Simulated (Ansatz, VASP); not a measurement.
# Two plane-wave programs on In3Cu

```
In Cu
1.0
     4.48277    0.00000    0.00000
     0.00000    4.48277    0.00000
     0.00000    0.00000    4.48277
In Cu
3 1
Cartesian
  0.0000 2.2414 2.2414
  2.2414 0.0000 2.2414
  2.2414 2.2414 0.0000
  0.0000 0.0000 0.0000
```

The cell comes from a database or a generator and needn't be the stable form of this composition.

Alike in both runs: task single point; functional LDA; k mesh 5 × 5 × 5; occupations gaussian, width 0.05 eV; no spin polarisation.

```csv
,VASP,Ansatz
version,VASP 6.6.1,Ansatz 0.2.0
potentials or method,"VASP PAW LDA potentials, release 64 (In_d, Cu)","plane waves, PAW"
plane-wave cutoff (eV),520,420
valence electrons in the cell,50,58
```

VASP gave:

```
pressure (GPa) : -4.7
```

Task: What did Ansatz give for the same quantities?

Result: Pressure (GPa): -4.8.

The two sets of potentials don't hold the same shells in valence.
